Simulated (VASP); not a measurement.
These are revPBE GGA, VASP's PBE PAW potentials (set 64) (plane waves; VASP) values and carry that method's errors.

A VASP calculation is set up with these files.

INCAR:
```
SYSTEM=CdF2
PREC=Accurate; ENCUT=520; LREAL=F
LASPH=T
EDIFF=1E-6; NELM=100; ALGO=Normal
LMAXMIX=4
ISMEAR=0; SIGMA=0.05
GGA=RE
IBRION=2; NSW=60; ISIF=3
EDIFFG=-0.02
LWAVE=F; LCHARG=F
```

KPOINTS:
```
Automatic mesh
0
Gamma
6 6 6
0 0 0
```

### POSCAR
```
CdF2
1
   -0.0000000000     2.7747676752     2.7747676752
    2.7747676752     0.0000000000     2.7747676752
    2.7747676752     2.7747676752     0.0000000000
Cd F
1 2
Direct
  0.0000000000   0.0000000000   0.0000000000
  0.2500000000   0.2500000000   0.2500000000
  0.7500000000   0.7500000000   0.7500000000
```

POTCAR, in this order: Cd F (PBE.64 set). Program: vasp_std.

What VASP printed:

File OUTCAR:
```
 ion  position               nearest neighbor table
   1  0.000  0.000  0.000-   2 2.40   3 2.40   3 2.40   3 2.40   3 2.40   2 2.40   2 2.40   2 2.40
  LATTYP: Found a face centered cubic cell.
 ALAT       =     5.5495353504
 Subroutine PRICEL returns:
 Original cell was already a primitive cell.
 Subroutine GETGRP returns: Found 48 space group operations
The static configuration has the point symmetry O_h .
The dynamic configuration has the point symmetry O_h .
 Subroutine INISYM returns: Found 48 space group operations
 Subroutine IBZKPT returns following result:
 Found     16 irreducible k-points:

 Following reciprocal coordinates:
            Coordinates               Weight
  0.000000  0.000000  0.000000      1.000000
  0.166667  0.000000  0.000000      8.000000
  0.333333  0.000000  0.000000      8.000000
  0.500000  0.000000  0.000000      4.000000
  0.166667  0.166667  0.000000      6.000000
  0.333333  0.166667  0.000000     24.000000
  0.500000  0.166667  0.000000     24.000000
 -0.333333  0.166667  0.000000     24.000000
 -0.166667  0.166667  0.000000     12.000000
  0.333333  0.333333  0.000000      6.000000
  0.500000  0.333333  0.000000     24.000000
 -0.333333  0.333333  0.000000     12.000000
  0.500000  0.500000  0.000000      3.000000
  0.500000  0.333333  0.166667     24.000000
 -0.333333  0.333333  0.166667     24.000000
 -0.333333  0.500000  0.166667     12.000000
   k-points           NKPTS =     16   k-points in BZ     NKDIM =     16   number of bands    NBANDS=     17
   number of dos      NEDOS =    301   number of ions     NIONS =      3
   total plane-waves  NPLWV =  27000
   dimension x,y,z NGX =    30 NGY =   30 NGZ =   30
   dimension x,y,z NGXF=    60 NGYF=   60 NGZF=   60
   ions per type =               1   2
   PREC   = accura    normal or accurate (medium, high low for compatibility)
   ISTART =      0    job   : 0-new  1-cont  2-samecut
   ICHARG =      2    charge: 1-file 2-atom 10-const
   ISPIN  =      1    spin polarized calculation?
   LNONCOLLINEAR =      F non collinear calculations
   LSORBIT =      F    spin-orbit coupling
   INIWAV =      1    electr: 0-lowe 1-rand  2-diag
   ENCUT  =  520.0 eV  38.22 Ry    6.18 a.u.   7.30  7.30  7.30*2*pi/ulx,y,z
   NELM   =    100;   NELMIN=  2; NELMDL= -5     # of ELM steps
   EDIFF  = 0.1E-05   stopping-criterion for ELM
   LREAL  =      F    real-space projection
   NLSPLINE    = F    spline interpolate recip. space projectors
   LMAXMIX     =    4 max onsite mixed and CHGCAR
   VOSKOWN=      0    Vosko Wilk Nusair interpolation
   EDIFFG = -.2E-01   stopping-criterion for IOM
   NSW    =     60    number of steps for IOM
   NBLOCK =      1;   KBLOCK =     60    inner block; outer block
   IBRION =      2    ionic relax: 0-MD 1-quasi-New 2-CG
   NFREE  =      1    steps in history (QN), initial steepest desc. (CG)
   ISIF   =      3    stress and relaxation
   ISYM   =      2    0-nonsym 1-usesym 2-fastsym
   TEIN   =    0.0    initial temperature
   TEBEG  =    0.0;   TEEND  =   0.0 temperature during run
   SMASS  =  -3.00    Nose mass-parameter (am)
   PSTRESS=    0.0 pullay stress
   NELECT =      26.0000    total number of electrons
   EFERMI =   0.00;   METHOD = LEGACY
   ISMEAR =     0;   SIGMA  =   0.05  broadening in eV -4-tet -1-fermi 0-gaus
   IALGO  =     38    algorithm
   LDIAG  =      T    sub-space diagonalisation (order eigenvalues)
   IMIX   =      4    mixing-type and parameters
     AMIX     =   0.40;   BMIX     =  1.00
     AMIX_MAG =   1.60;   BMIX_MAG =  1.00
     AMIN     =   0.10
   GGA     = RE    functional components
   VOSKOWN =     0    Vosko Wilk Nusair interpolation
   LHFCALC =     F    Hartree Fock is set to
   LHFONE  =     F    Hartree Fock one center treatment
...
```

**OSZICAR**
```
       N       E                     dE             d eps       ncg     rms          rms(c)
DAV:   1     0.200702806154E+03    0.20070E+03   -0.15662E+04   552   0.153E+03
DAV:   2    -0.269740135585E+01   -0.20340E+03   -0.19844E+03   609   0.380E+02
DAV:   3    -0.118954233487E+02   -0.91980E+01   -0.91768E+01   573   0.912E+01
DAV:   4    -0.119446454911E+02   -0.49222E-01   -0.49214E-01   605   0.677E+00
DAV:   5    -0.119448376211E+02   -0.19213E-03   -0.19212E-03   569   0.381E-01    0.970E+00
DAV:   6    -0.100188631147E+02    0.19260E+01   -0.57199E+00   689   0.473E+01    0.674E+00
DAV:   7    -0.100796924128E+02   -0.60829E-01   -0.10484E+00   545   0.105E+01    0.383E+00
DAV:   8    -0.100805049796E+02   -0.81257E-03   -0.19857E-01   578   0.437E+00    0.810E-01
DAV:   9    -0.100708322527E+02    0.96727E-02   -0.51157E-02   633   0.256E+00    0.112E-01
DAV:  10    -0.100717538266E+02   -0.92157E-03   -0.39903E-03   546   0.873E-01    0.166E-01
DAV:  11    -0.100719456505E+02   -0.19182E-03   -0.36902E-04   607   0.206E-01    0.681E-02
DAV:  12    -0.100720277344E+02   -0.82084E-04   -0.18745E-04   554   0.121E-01    0.223E-02
DAV:  13    -0.100720328730E+02   -0.51386E-05   -0.16482E-05   610   0.357E-02    0.951E-03
DAV:  14    -0.100720330951E+02   -0.22213E-06   -0.43365E-06   506   0.265E-02
   1 F= -.10072033E+02 E0= -.10072033E+02  d E =-.100720E+02
       N       E                     dE             d eps       ncg     rms          rms(c)
DAV:   1    -0.100813294516E+02   -0.92966E-02   -0.19204E-01   555   0.519E+00    0.751E-01
DAV:   2    -0.100730015458E+02    0.83279E-02   -0.32025E-02   550   0.170E+00    0.159E-01
DAV:   3    -0.100724077877E+02    0.59376E-03   -0.14769E-03   544   0.674E-01    0.166E-01
DAV:   4    -0.100723173098E+02    0.90478E-04   -0.19944E-04   553   0.170E-01    0.117E-01
DAV:   5    -0.100722888671E+02    0.28443E-04   -0.39781E-05   579   0.724E-02    0.124E-02
DAV:   6    -0.100722870213E+02    0.18458E-05   -0.73741E-06   644   0.458E-02    0.275E-03
DAV:   7    -0.100722868651E+02    0.15620E-06   -0.72157E-07   420   0.918E-03
   2 F= -.10072287E+02 E0= -.10072287E+02  d E =-.253770E-03
```

**OUTCAR**
```
------------------------ aborting loop because EDIFF is reached ----------------------------------------
  FORCE on cell =-STRESS in cart. coord.  units (eV):
  Direction    XX          YY          ZZ          XY          YZ          ZX
  --------------------------------------------------------------------------------------
  Total       -0.0212078     -0.0212078     -0.0212078      0.0000000      0.0000000      0.0000000
  in kB       -0.7907669     -0.7907669     -0.7907669      0.0000000      0.0000000      0.0000000
  external PRESSURE =      -0.7907669 kB  Pullay stress =       0.0000000 kB
  volume of cell :       42.97
      direct lattice vectors                 reciprocal lattice vectors
     0.000000000  2.779986506  2.779986506    -0.179856988  0.179856988  0.179856988
     2.779986506  0.000000000  2.779986506     0.179856988 -0.179856988  0.179856988
     2.779986506  2.779986506  0.000000000     0.179856988  0.179856988 -0.179856988
 POSITION                                       TOTAL-FORCE (eV/Angst)
 -----------------------------------------------------------------------------------
      2.77999      2.77999      0.00000         0.000000      0.000000     -0.000000
      1.38999      1.38999      1.38999         0.000000     -0.000000     -0.000000
      4.16998      4.16998      4.16998        -0.000000      0.000000      0.000000
 -----------------------------------------------------------------------------------
    total drift:                                0.000000     -0.000000      0.000000
  FREE ENERGIE OF THE ION-ELECTRON SYSTEM (eV)
  ---------------------------------------------------
  free  energy   TOTEN  =       -10.0722868651 eV

  energy  without entropy=      -10.0722868651  energy(sigma->0) =      -10.07228687

 reached required accuracy - stopping structural energy minimisation
```
(Selected blocks of OUTCAR.)

File CONTCAR:
```
CdF2
   1.00000000000000
     0.0000000000000000    2.7799865057794269    2.7799865057794269
     2.7799865057794269    0.0000000000000000    2.7799865057794269
     2.7799865057794269    2.7799865057794269    0.0000000000000000
  Cd              F
     1     2
Direct
     0.0000000000000000    0.0000000000000000    1.0000000000000000
     0.2500000000000000    0.2500000000000000    0.2500000000000000
     0.7500000000000000    0.7500000000000000    0.7500000000000000
```

The compound is CdF2 in the fluorite structure. This run relaxes it. Symmetry was kept, so distortions that lower it aren't found. The start is the result of an earlier pass.
